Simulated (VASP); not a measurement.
All values below come from LDA (Ceperley-Alder, Perdew-Zunger), VASP's LDA PAW potentials (set 64) (plane waves; VASP).

The input files of a VASP run:

KPOINTS:
```
kpoints
0
gamma
 9 9 9
0 0 0
```

**POSCAR**
```
TiO2
9.4649440
 -0.1979195295   0.1979195295   0.5000000182
  0.1979195295  -0.1979195295   0.5000000182
  0.1979195295   0.1979195295  -0.5000000182
Ti O
2 4
Cart
 -0.0000000000   0.1979195295   0.2500000091
  0.0000000000   0.0000000000   0.0000000000
 -0.0000000000   0.1979195295   0.0418857084
 -0.0000000000   0.0000000000   0.7918857357
 -0.0000000000   0.0000000000   0.2081143007
  0.0000000000   0.1979195295   0.4581143098
```

INCAR:
```
SYSTEM = TiO2
PREC = Accurate
ENCUT = 520
EDIFF = 1E-7
NELM = 100
ALGO = Normal
LREAL = .FALSE.
LASPH = .TRUE.
ISMEAR = -5
LMAXMIX = 4
LWAVE = .FALSE.
LCHARG = .TRUE.
LORBIT = 11
NEDOS = 601
ISIF = 2
LEFG = .TRUE.
```

POTCAR, in this order: Ti_sv O (LDA.64 set). Program: vasp_std.

Output

OUTCAR:
```
 ion  position               nearest neighbor table
   1  0.750  0.250  0.500-   4 1.91   5 1.91   4 1.91   5 1.91   3 1.97   6 1.97
   2  0.000  0.000  0.000-   3 1.91   6 1.91   3 1.91   6 1.91   5 1.97   4 1.97
   3  0.542  0.042  0.500-   2 1.91   2 1.91   1 1.97
   4  0.792  0.792  0.000-   1 1.91   1 1.91   2 1.97
   5  0.208  0.208  0.000-   1 1.91   1 1.91   2 1.97
   6  0.958  0.458  0.500-   2 1.91   2 1.91   1 1.97
  LATTYP: Found a body centered tetragonal cell.
 ALAT       =     3.7465945270
 C/A-ratio  =     2.5262793388
 Subroutine PRICEL returns:
 Original cell was already a primitive cell.
 Subroutine GETGRP returns: Found 16 space group operations
The static configuration has the point symmetry D_2d.
 The point group associated with its full space group is D_4h.
The dynamic configuration has the point symmetry D_2d.
 Subroutine INISYM returns: Found 16 space group operations
 Subroutine IBZKPT returns following result:
 Found     75 irreducible k-points:

 Following reciprocal coordinates:
            Coordinates               Weight
  0.000000  0.000000  0.000000      1.000000
  0.111111 -0.000000  0.000000      8.000000
  0.222222 -0.000000  0.000000      8.000000
  0.333333 -0.000000  0.000000      8.000000
  0.444444 -0.000000  0.000000      8.000000
  0.111111  0.111111  0.000000      8.000000
  0.222222  0.111111  0.000000     16.000000
  0.333333  0.111111  0.000000     16.000000
  0.444444  0.111111  0.000000     16.000000
 -0.444444  0.111111 -0.000000     16.000000
 -0.333333  0.111111 -0.000000     16.000000
 -0.222222  0.111111 -0.000000     16.000000
 -0.111111  0.111111  0.000000      4.000000
  0.222222  0.222222  0.000000      8.000000
  0.333333  0.222222  0.000000     16.000000
  0.444444  0.222222  0.000000     16.000000
 -0.444444  0.222222 -0.000000     16.000000
 -0.333333  0.222222 -0.000000     16.000000
 -0.222222  0.222222  0.000000      4.000000
  0.333333  0.333333  0.000000      8.000000
  0.444444  0.333333  0.000000     16.000000
 -0.444444  0.333333 -0.000000     16.000000
 -0.333333  0.333333  0.000000      4.000000
  0.444444  0.444444  0.000000      8.000000
 -0.444444  0.444444  0.000000      4.000000
  0.111111  0.111111  0.111111      8.000000
  0.222222  0.111111  0.111111     16.000000
  0.333333  0.111111  0.111111     16.000000
 -0.111111  0.111111  0.111111      4.000000
  0.222222  0.222222  0.111111      8.000000
  0.333333  0.222222  0.111111     16.000000
  0.444444  0.222222  0.111111     16.000000
 -0.444444  0.222222  0.111111      8.000000
 -0.222222  0.222222  0.111111      8.000000
 -0.111111  0.222222  0.111111      8.000000
  0.333333  0.333333  0.111111      8.000000
  0.444444  0.333333  0.111111      8.000000
 -0.333333  0.333333  0.111111      8.000000
 -0.222222  0.333333  0.111111     16.000000
 -0.111111  0.333333  0.111111      8.000000
   k-points           NKPTS =     75   k-points in BZ     NKDIM =     75   number of bands    NBANDS=     28
   number of dos      NEDOS =    601   number of ions     NIONS =      6
   total plane-waves  NPLWV =  64000
   dimension x,y,z NGX =    40 NGY =   40 NGZ =   40
   dimension x,y,z NGXF=    80 NGYF=   80 NGZF=   80
   ions per type =               2   4
   PREC   = accura    normal or accurate (medium, high low for compatibility)
   ISTART =      0    job   : 0-new  1-cont  2-samecut
   ICHARG =      2    charge: 1-file 2-atom 10-const
   ISPIN  =      1    spin polarized calculation?
   LNONCOLLINEAR =      F non collinear calculations
   LSORBIT =      F    spin-orbit coupling
   INIWAV =      1    electr: 0-lowe 1-rand  2-diag
...
```

**OSZICAR**
```
       N       E                     dE             d eps       ncg     rms          rms(c)
DAV:   1     0.673223036244E+03    0.67322E+03   -0.24976E+04  4200   0.199E+03
DAV:   2     0.369807619165E+02   -0.63624E+03   -0.61684E+03  4680   0.578E+02
DAV:   3    -0.701833872337E+02   -0.10716E+03   -0.10554E+03  6432   0.212E+02
DAV:   4    -0.751870619370E+02   -0.50037E+01   -0.49988E+01  5696   0.477E+01
DAV:   5    -0.753978505736E+02   -0.21079E+00   -0.21075E+00  5860   0.804E+00    0.334E+01
DAV:   6    -0.594800589896E+02    0.15918E+02   -0.11531E+02  5364   0.105E+02    0.123E+01
DAV:   7    -0.589739428253E+02    0.50612E+00   -0.16322E+01  5556   0.326E+01    0.842E+00
DAV:   8    -0.589571433089E+02    0.16800E-01   -0.32930E+00  5412   0.177E+01    0.349E+00
DAV:   9    -0.588320843242E+02    0.12506E+00   -0.12276E+00  5644   0.103E+01    0.106E+00
DAV:  10    -0.588384771575E+02   -0.63928E-02   -0.93257E-02  4960   0.239E+00    0.311E-01
DAV:  11    -0.588367336392E+02    0.17435E-02   -0.12739E-02  5116   0.731E-01    0.600E-02
DAV:  12    -0.588368441136E+02   -0.11047E-03   -0.12668E-03  6140   0.352E-01    0.938E-02
DAV:  13    -0.588367731850E+02    0.70929E-04   -0.51939E-04  5840   0.191E-01    0.123E-02
DAV:  14    -0.588367741326E+02   -0.94760E-06   -0.20275E-05  6020   0.375E-02    0.573E-03
DAV:  15    -0.588367740426E+02    0.90074E-07   -0.89033E-07  5576   0.788E-03
   1 F= -.58836774E+02 E0= -.58836774E+02  d E =0.000000E+00
```

OUTCAR:
```
------------------------ aborting loop because EDIFF is reached ----------------------------------------
  FORCE on cell =-STRESS in cart. coord.  units (eV):
  Direction    XX          YY          ZZ          XY          YZ          ZX
  --------------------------------------------------------------------------------------
  Total        0.0425878      0.0425878      0.0168304      0.0000000      0.0000000      0.0000000
  in kB        1.0271522      1.0271522      0.4059229      0.0000000      0.0000000      0.0000000
  external PRESSURE =       0.8200758 kB  Pullay stress =       0.0000000 kB
  volume of cell :       66.43
      direct lattice vectors                 reciprocal lattice vectors
    -1.873297264  1.873297264  4.732472172     0.000000000  0.266909054  0.105653025
     1.873297264 -1.873297264  4.732472172     0.266909054  0.000000000  0.105653025
     1.873297264  1.873297264 -4.732472172     0.266909054  0.266909054  0.000000000
 POSITION                                       TOTAL-FORCE (eV/Angst)
 -----------------------------------------------------------------------------------
     -0.00000      1.87330      2.36624        -0.000000     -0.000000     -0.000000
      0.00000      0.00000      0.00000        -0.000000     -0.000000     -0.000000
      0.00000      1.87330      0.39645         0.000000     -0.000000      0.003216
      0.00000      0.00000      7.49515        -0.000000      0.000000      0.003216
      0.00000      0.00000      1.96979        -0.000000      0.000000     -0.003216
      0.00000      1.87330      4.33603         0.000000     -0.000000     -0.003216
 -----------------------------------------------------------------------------------
    total drift:                                0.000000      0.000000     -0.000000
  FREE ENERGIE OF THE ION-ELECTRON SYSTEM (eV)
  ---------------------------------------------------
  free  energy   TOTEN  =       -58.8367740426 eV

  energy  without entropy=      -58.8367740426  energy(sigma->0) =      -58.83677404

 total charge

# of ion       s       p       d       tot
------------------------------------------
    1        2.236   6.325   1.813  10.375
    2        2.236   6.325   1.813  10.375
    3        1.562   3.496   0.000   5.058
    4        1.562   3.496   0.000   5.058
    5        1.562   3.496   0.000   5.058
    6        1.562   3.496   0.000   5.058
--------------------------------------------------
tot         10.722  26.634   3.626  40.983

 Electric field gradients after diagonalization (V/A^2)
 (convention: |V_zz| > |V_xx| > |V_yy|)
----------------------------------------------------------------------
 ion       V_xx      V_yy      V_zz     asymmetry (V_yy - V_xx)/ V_zz
----------------------------------------------------------------------
   1      -7.250    -7.246    14.496       0.000
   2      -7.250    -7.246    14.496       0.000
   3      -5.871    -5.494    11.366       0.033
   4      -5.871    -5.494    11.366       0.033
   5      -5.871    -5.494    11.366       0.033
   6      -5.871    -5.494    11.366       0.033
```
(Selected blocks of OUTCAR.)

### OUTCAR
```
 val. band max:        3.3424619607   @ k =  -0.4444   0.4444   0.0000

 cond. band min:       5.3843688464   @ k =   0.0000   0.0000   0.0000


 Fermi energy:         3.4069079252

 k-point     1 :       0.0000    0.0000    0.0000
  band No.  band energies     occupation
      1     -52.2357      2.00000
      2     -52.1634      2.00000
      3     -29.1548      2.00000
      4     -28.8814      2.00000
      5     -28.8814      2.00000
      6     -28.7999      2.00000
      7     -28.7999      2.00000
      8     -28.7005      2.00000
      9     -14.1326      2.00000
     10     -13.0603      2.00000
     11     -12.8723      2.00000
     12     -12.5375      2.00000
     13      -0.7526      2.00000
     14      -0.5859      2.00000
     15      -0.5859      2.00000
     16      -0.2408      2.00000
     17       1.1613      2.00000
     18       1.1613      2.00000
     19       1.2728      2.00000
     20       2.5416      2.00000
     21       2.5620      2.00000
     22       2.5620      2.00000
     23       2.8273      2.00000
     24       2.8273      2.00000
     25       5.3844      0.00000
     26       6.1800      0.00000
     27       7.3898      0.00000
     28       7.3947      0.00000

 k-point     2 :       0.1111   -0.0000    0.0000
  band No.  band energies     occupation
      1     -52.2338      2.00000
      2     -52.1647      2.00000
      3     -29.1508      2.00000
      4     -28.8998      2.00000
      5     -28.8828      2.00000
      6     -28.8075      2.00000
      7     -28.7976      2.00000
      8     -28.7014      2.00000
      9     -14.0596      2.00000
     10     -13.0193      2.00000
     11     -12.8508      2.00000
     12     -12.5207      2.00000
     13      -0.7986      2.00000
     14      -0.7564      2.00000
     15      -0.5745      2.00000
     16      -0.2553      2.00000
     17       1.1155      2.00000
     18       1.1371      2.00000
     19       1.3682      2.00000
     20       2.2634      2.00000
...
```

The compound is TiO2 in the anatase structure, one of several forms; rutile is the usual stable one. It was relaxed first.
